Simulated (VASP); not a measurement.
**Cu: a series in a change of volume**

Wanted: the elastic response of Cu to a change of volume, with a fit that predicts a row left out.

Calculated with VASP 6.6.1; PBEsol; plane waves and PAW (Cu), in the first sound run; inputs show where later runs differ.

## (1) The structure

The structure is cubic, space group Fm-3m (No. 225). The conventional cell has a = 3.610 Å, b = 3.610 Å, c = 3.610 Å, α = 90.00°, β = 90.00°, γ = 90.00°. Nearest to Cu lie 12 Cu at 2.55 Å.

## (2) Relax the crystal, PBEsol

The series starts from the cell that this level prefers, so that zero strain is near zero stress.

This step took 2 runs in a row; the last is shown.

Level: PBEsol; plane waves and PAW (Cu).

Contents of INCAR:

```
SYSTEM = Cu
PREC = Accurate
ENCUT = 450
EDIFF = 1E-07
NELM = 120
ISMEAR = 1
SIGMA = 0.15
LREAL = .FALSE.
ALGO = Normal
GGA = PS
NBANDS = 11
LASPH = .TRUE.
LORBIT = 11
LWAVE = .FALSE.
LCHARG = .FALSE.
KPAR = 8
IBRION = 2
NSW = 40
ISIF = 3
EDIFFG = -0.005
POTIM = 0.4
```

Contents of POSCAR:

```
Cu
1.0
    0.0000000000      1.7821378962      1.7821378962
    1.7821378962      0.0000000000      1.7821378962
    1.7821378962      1.7821378962      0.0000000000
Cu
1
Direct
    0.0000000000      0.0000000000      0.0000000000
```

Contents of KPOINTS:

```
Automatic mesh
0
Gamma
28 28 28
0 0 0
```

PAW data sets: Cu (PBE family, release 64).

Command:

```console
$ mpirun -np 8 vasp_std
```

What it wrote:

```text
[banner, memory and clock lines left out]
running    8 mpi-ranks, on    1 nodes
[...]
|                                                                             |
|           W    W    AA    RRRRR   N    N  II  N    N   GGGG   !!!           |
|           W    W   A  A   R    R  NN   N  II  NN   N  G    G  !!!           |
|           W    W  A    A  R    R  N N  N  II  N N  N  G       !!!           |
|           W WW W  AAAAAA  RRRRR   N  N N  II  N  N N  G  GGG   !            |
|           WW  WW  A    A  R   R   N   NN  II  N   NN  G    G                |
|           W    W  A    A  R    R  N    N  II  N    N   GGGG   !!!           |
|                                                                             |
|     For optimal performance we recommend to set                             |
|       NCORE = 2 up to number-of-cores-per-socket                            |
|     NCORE specifies how many cores store one orbital (NPAR=cpu/NCORE).      |
|     This setting can greatly improve the performance of VASP for DFT.       |
[...]
DAV:   4    -0.540699069728E+01   -0.56371E-02   -0.56364E-02 15199   0.242E+00
[...]
DAV:  10    -0.430815139657E+01   -0.80959E-05   -0.31757E-05 18991   0.934E-02    0.587E-03
DAV:  11    -0.430815249976E+01   -0.11032E-05   -0.52874E-07 15954   0.127E-02    0.335E-04
DAV:  12    -0.430815250655E+01   -0.67917E-08   -0.94935E-09  8323   0.172E-03
   1 F= -.43081525E+01 E0= -.43082761E+01  d E =-.430815E+01
[...]
N       E                     dE             d eps       ncg     rms          rms(c)
DAV:   1    -0.430832403834E+01   -0.17154E-03   -0.28853E-03 16134   0.121E+00    0.107E-01
DAV:   2    -0.430821062785E+01    0.11341E-03   -0.22818E-03 15837   0.935E-01    0.418E-02
DAV:   3    -0.430815981724E+01    0.50811E-04   -0.34739E-04 15830   0.376E-01    0.150E-02
DAV:   4    -0.430815522691E+01    0.45903E-05   -0.55300E-06 16698   0.245E-02    0.524E-04
DAV:   5    -0.430815518340E+01    0.43512E-07   -0.32640E-08  9666   0.187E-03
   2 F= -.43081552E+01 E0= -.43082790E+01  d E =-.267685E-05
 trial-energy change:   -0.000003  1 .order   -0.000002   -0.000006    0.000002
 step:   0.8295(harm=  0.7831)  dis= 0.00000  next Energy=    -4.308155 (dE=-0.282E-05)
 reached required accuracy - stopping structural energy minimisation
```

Elapsed: 6 s, on 8 MPI ranks of Intel Xeon 6975P-C (Granite Rapids), shared host; peak memory 1.3 GiB.

The logs omit lines about the potential files and the build; timing stands in the text.

From OUTCAR (step 2):

```text
  Total        0.0020279      0.0020279      0.0020279      0.0000000     -0.0000000     -0.0000000
  in kB        0.2872514      0.2872514      0.2872514      0.0000000     -0.0000000     -0.0000000
  external PRESSURE =       0.2872514 kB  Pullay stress =       0.0000000 kB

 POSITION                                       TOTAL-FORCE (eV/Angst)
 -----------------------------------------------------------------------------------
      1.78163      1.78163     -0.00000         0.000000      0.000000      0.000000
 -----------------------------------------------------------------------------------
    total drift:                                0.000000      0.000000     -0.000000

  FREE ENERGIE OF THE ION-ELECTRON SYSTEM (eV)
  ---------------------------------------------------
  free  energy   TOTEN  =        -4.3081551834 eV

  energy  without entropy=       -4.3085265716  energy(sigma->0) =       -4.30827898

 reached required accuracy - stopping structural energy minimisation

[... 3 further parts left out ...]
[key lines of the parts left out:]
E-fermi :   7.9510
```

Read from the output:

* energy(sigma→0) of the program: -4.3083 eV
* stress, compression positive: xx, yy, zz 0.03, 0.03, 0.03 GPa
* volume: 11.311 Å³
* ionic steps: 2

## (3) Relax at fixed volume, PBEsol

One member in full: the volume is scaled by 0.96, and the cell is held.

Level: PBEsol; plane waves and PAW (Cu).

Edit INCAR of step 2 so:

```diff
@@ -15,7 +15,8 @@
 LCHARG = .FALSE.
-KPAR = 8
+KPAR = 2
 IBRION = 2
 NSW = 40
-ISIF = 3
-EDIFFG = -0.005
+ISIF = 2
+EDIFFG = -0.004
 POTIM = 0.4
+MAXMIX = 40
```

Contents of POSCAR:

```
Cu
1.0
    0.0000000000      1.7575552697      1.7575552697
    1.7575552697      0.0000000000      1.7575552697
    1.7575552697      1.7575552697      0.0000000000
Cu
1
Direct
    0.0000000000      0.0000000000      0.0000000000
```

KPOINTS is that of step 2.

Command:

```console
$ mpirun -np 2 vasp_std
```

What it wrote:

```text
[banner, memory and clock lines left out]
running    2 mpi-ranks, on    1 nodes
[...]
[... a notice as in an earlier step ...]

 LDA part: xc-table for (Slater+PW92), standard interpolation
 POSCAR, INCAR and KPOINTS ok, starting setup
[...]
entering main loop
       N       E                     dE             d eps       ncg     rms          rms(c)
DAV:   1     0.363030615458E+02    0.36303E+02   -0.50468E+03 15138   0.153E+03
DAV:   2    -0.450068225581E+01   -0.40804E+02   -0.37810E+02 14028   0.193E+02
DAV:   3    -0.540107153863E+01   -0.90039E+00   -0.89444E+00 15592   0.355E+01
DAV:   4    -0.540650888012E+01   -0.54373E-02   -0.54366E-02 15296   0.240E+00
[...]
DAV:  10    -0.429537348331E+01   -0.98913E-05   -0.26167E-05 17210   0.792E-02    0.619E-03
DAV:  11    -0.429537437644E+01   -0.89313E-06   -0.69152E-07 16132   0.158E-02    0.275E-04
DAV:  12    -0.429537440071E+01   -0.24264E-07   -0.74927E-09  8444   0.134E-03
   1 F= -.42953744E+01 E0= -.42955021E+01  d E =-.429537E+01
[...]
reached required accuracy - stopping structural energy minimisation
```

Run time: 12 s. Hardware: 2 MPI ranks; peak memory 0.31 GiB; 23 s of CPU time.

From OUTCAR (step 3):

```text
  Total        0.5174134      0.5174134      0.5174134     -0.0000000     -0.0000000      0.0000000
  in kB       76.3468733     76.3468733     76.3468733     -0.0000000     -0.0000000      0.0000000
  external PRESSURE =      76.3468733 kB  Pullay stress =       0.0000000 kB

 POSITION                                       TOTAL-FORCE (eV/Angst)
 -----------------------------------------------------------------------------------
      0.00000      0.00000      0.00000         0.000000      0.000000     -0.000000
 -----------------------------------------------------------------------------------
    total drift:                                0.000000     -0.000000      0.000000

  FREE ENERGIE OF THE ION-ELECTRON SYSTEM (eV)
  ---------------------------------------------------
  free  energy   TOTEN  =        -4.2953744007 eV

  energy  without entropy=       -4.2957574048  energy(sigma->0) =       -4.29550207

[... 2 parts as in an earlier step ...]

[... 2 further parts left out ...]
[key lines of the parts left out:]
E-fermi :   8.4966
```

Read from the output:

* energy(sigma→0) of the program: -4.2955 eV
* stress, compression positive: xx, yy, zz 7.63, 7.63, 7.63 GPa
* ionic steps: 1

## (4) The whole series

The other members went through these steps as far as the tables show, with the same cutoff and, step by step, the same mesh; 9 runs are not shown. The session took 0.095 core hours (wall time by ranks) on a shared machine.

| volume over the relaxed volume | volume (Å³/atom) | pressure (GPa) | energy above the unstrained row, extrapolated to no smearing (meV/atom) |
| --- | --- | --- | --- |
| 0.940 | 10.632 | 12.179 | 27.886 |
| 0.960 | 10.858 | 7.635 | 12.721 |
| 0.980 | 11.084 | 3.607 | 3.691 |
| 0.990 | 11.197 | ? | ? |
| 1 | 11.311 | 0.039 | 0.000 |
| 1.010 | 11.424 | -1.594 | -0.027 |
| 1.020 | 11.537 | -3.131 | 1.094 |
| 1.040 | 11.763 | -5.942 | 6.427 |
| 1.060 | 11.989 | -8.433 | 15.520 |

## (5) A fit to the known rows

A least-squares cubic through the 8 rows shown, with u the logarithm of the volume ratio: pressure = − 553.0 u³ + 421.4 u² − 168.0 u + 0.03650 (GPa), r.m.s. residual 0.0013 GPa.

For the withheld row, u = -0.01005, the fit gives 1.769 GPa.

## (6) The withheld row

The calculation gives 1.771 GPa, so the prediction is 0.002 GPa too low.

A cubic of the pressure in ln(V/V₀) through all rows has the slope −B at V₀: B = 168 GPa, and its curvature gives B′ = 5.0.

## (7) Results

| Quantity | Value |
| --- | --- |
| error of the predicted pressure | -0.002 GPa |
| bulk modulus | 168 GPa |

**Reading.** The slope of the energy gives 0.84 GPa at the relaxed volume where the pressure column has 0.04 GPa, a mark of the finite basis or of the smearing. These are static values: temperature and zero-point motion are left out. In a metal the slopes also depend on mesh and smearing, which were held through the series.

[Lines on the potential files, build, host, timing and source positions are cut from VASP's logs without a mark.]

[Logs are printed without paths, hosts, clocks, repeated set-up lines and the standing remarks that a program may print on its own settings, such as how far it seeks lower states.]

[Hosts, paths, dates, database ids (printed as entryN), source tags and the programs' standing remarks are cut or masked in the printed files.]

[In band tables of VASP the shares of atoms and orbitals are scaled to a sum of 1 inside the atoms' spheres.]
